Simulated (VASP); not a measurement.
Data:

```
MgO
1.0
    0.00000     2.05055     2.05055
    2.05055     0.00000     2.05055
    2.05055     2.05055     0.00000
Mg O
1 1
Direct
  0.00000   0.00000   0.00000
  0.50000   0.50000   0.50000
```

Method: r2SCAN+rVV10, VASP's PBE PAW potentials (set 64) (plane waves; VASP 6.6.1). Settings: 520 eV cut-off, 11×11×11 Γ-centred mesh, Gaussian smearing of 0.050 eV, potentials Mg O.

### Question
Give the stress tensor in GPa (positive for a compressed cell).

### Answer

```
12.23   0.00   0.00
 0.00  12.23   0.00
 0.00   0.00  12.23
```
The pressure is its mean diagonal, 12.23 GPa.

The compound is MgO in the rock salt structure. This cell is one point of a volume scan, at 0.94 of the reference volume.
